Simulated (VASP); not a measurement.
Data:

```
PtTe2
1.0
    2.05065    -3.55183     0.00000
    2.05065     3.55183     0.00000
    0.00000     0.00000     5.67512
Te Pt
2 1
Direct
  0.33333   0.66667   0.24119
  0.66667   0.33333   0.75881
  0.00000   0.00000   0.00000
```

Calculation: RPBE GGA, VASP's PBE PAW potentials (set 64) (plane waves; VASP 6.6.1). Numerical set-up: 520 eV cut-off, 9×9×6 Γ-centred mesh, first-order Methfessel-Paxton smearing of 0.10 eV, potentials Te Pt.

Unless said otherwise, spin-orbit coupling is left out, though it shifts the bands of the heavy elements here.

### Question
What does the run give for the energy per atom (σ→0), band gap (on the k-mesh) with the smallest direct gap where there is one?

### Answer

| Property | Value |
|---|---|
| band gap (on the k-mesh) | none (metal, semimetal or under 0.01 eV) |
| energy per atom (σ→0) | -4.066 eV/atom |

The compound is PtTe2 in the 1T layered structure. It was relaxed first, which changed the volume by +13 %.
